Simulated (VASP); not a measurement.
Level of theory: PBE GGA, VASP's PBE PAW potentials (set 64) (plane waves; VASP 6.6.1).

A VASP calculation is set up with these files.

### POSCAR
```
CeO2
1
    0.0000000000     2.7050000000     2.7050000000
    2.7050000000     0.0000000000     2.7050000000
    2.7050000000     2.7050000000     0.0000000000
Ce O
1 2
Direct
  0.0000000000   0.0000000000   0.0000000000
  0.2500000000   0.2500000000   0.2500000000
  0.7500000000   0.7500000000   0.7500000000
```

**INCAR**
```
! general
SYSTEM   = CeO2
PREC     = Accurate
ENCUT    = 520
LREAL    = .FALSE.
LASPH    = .TRUE.
KSPACING = 0.16
KGAMMA   = .FALSE.

! electronic loop
EDIFF    = 1E-6
NELM     = 100
ALGO     = Normal
LMAXMIX  = 6

! smearing
ISMEAR   = 0
SIGMA    = 0.05

! functional
GGA      = PE

! ions
ISIF     = 2

! output
LWAVE    = .FALSE.
LCHARG   = .FALSE.
```

POTCAR, in this order: Ce O (PBE.64 set). Program: vasp_std.

The resulting files:

OSZICAR:
```
       N       E                     dE             d eps       ncg     rms          rms(c)
DAV:   1     0.232543558820E+03    0.23254E+03   -0.11653E+04  2712   0.200E+03
DAV:   2     0.890702973564E+01   -0.22364E+03   -0.21450E+03  4032   0.310E+02
DAV:   3    -0.300401176097E+02   -0.38947E+02   -0.33241E+02  3496   0.146E+02
DAV:   4    -0.316919244872E+02   -0.16518E+01   -0.16516E+01  4040   0.341E+01
DAV:   5    -0.317830205340E+02   -0.91096E-01   -0.91090E-01  4584   0.699E+00    0.314E+01
DAV:   6    -0.292926986274E+02    0.24903E+01   -0.90653E+01  4024   0.598E+01    0.246E+01
DAV:   7    -0.281708380791E+02    0.11219E+01   -0.17235E+02  4048   0.130E+02    0.220E+01
DAV:   8    -0.274284880039E+02    0.74235E+00   -0.34102E+00  3152   0.206E+01    0.143E+01
DAV:   9    -0.262488122214E+02    0.11797E+01   -0.70474E+00  4016   0.222E+01    0.165E+00
DAV:  10    -0.262349204571E+02    0.13892E-01   -0.23856E-01  4680   0.405E+00    0.120E+00
DAV:  11    -0.262233378076E+02    0.11583E-01   -0.39502E-02  4048   0.188E+00    0.126E+00
DAV:  12    -0.262118036239E+02    0.11534E-01   -0.93145E-02  3104   0.197E+00    0.857E-01
DAV:  13    -0.262097563224E+02    0.20473E-02   -0.10127E-01  4280   0.321E+00    0.717E-01
DAV:  14    -0.262080079715E+02    0.17484E-02   -0.14929E-02  3880   0.122E+00    0.202E-01
DAV:  15    -0.262080123997E+02   -0.44282E-05   -0.71772E-04  4016   0.209E-01    0.902E-02
DAV:  16    -0.262080377297E+02   -0.25330E-04   -0.35984E-04  3832   0.135E-01    0.971E-02
DAV:  17    -0.262080012321E+02    0.36498E-04   -0.19373E-04  4232   0.117E-01    0.237E-02
DAV:  18    -0.262079963686E+02    0.48635E-05   -0.28300E-05  4096   0.494E-02    0.633E-03
DAV:  19    -0.262079954707E+02    0.89788E-06   -0.38495E-06  2624   0.205E-02
   1 F= -.26207995E+02 E0= -.26207995E+02  d E =-.431450E-15
```

File OUTCAR:
```
------------------------ aborting loop because EDIFF is reached ----------------------------------------
  FORCE on cell =-STRESS in cart. coord.  units (eV):
  Direction    XX          YY          ZZ          XY          YZ          ZX
  --------------------------------------------------------------------------------------
  Total        1.3593341      1.3593341      1.3593341      0.0000000      0.0000000     -0.0000000
  in kB       55.0180241     55.0180241     55.0180241      0.0000000      0.0000000     -0.0000000
  external PRESSURE =      55.0180241 kB  Pullay stress =       0.0000000 kB
  volume of cell :       39.59
      direct lattice vectors                 reciprocal lattice vectors
     0.000000000  2.705000000  2.705000000    -0.184842884  0.184842884  0.184842884
     2.705000000  0.000000000  2.705000000     0.184842884 -0.184842884  0.184842884
     2.705000000  2.705000000  0.000000000     0.184842884  0.184842884 -0.184842884
 POSITION                                       TOTAL-FORCE (eV/Angst)
 -----------------------------------------------------------------------------------
      0.00000      0.00000      0.00000        -0.000000     -0.000000     -0.000000
      1.35250      1.35250      1.35250        -0.000000     -0.000000      0.000000
      4.05750      4.05750      4.05750         0.000000      0.000000     -0.000000
 -----------------------------------------------------------------------------------
    total drift:                                0.000000      0.000000      0.000000
  FREE ENERGIE OF THE ION-ELECTRON SYSTEM (eV)
  ---------------------------------------------------
  free  energy   TOTEN  =       -26.2079954707 eV

  energy  without entropy=      -26.2079954707  energy(sigma->0) =      -26.20799547
```
(Selected blocks of OUTCAR.)

The compound is CeO2 in the fluorite structure. The cell was not relaxed at this level. The run is one of a series of settings (KGAMMA = .FALSE., KSPACING = 0.16, KPOINTS file removed against the base run), some of them coarse on purpose. The run is not spin-polarised, so no magnetic state was tried.
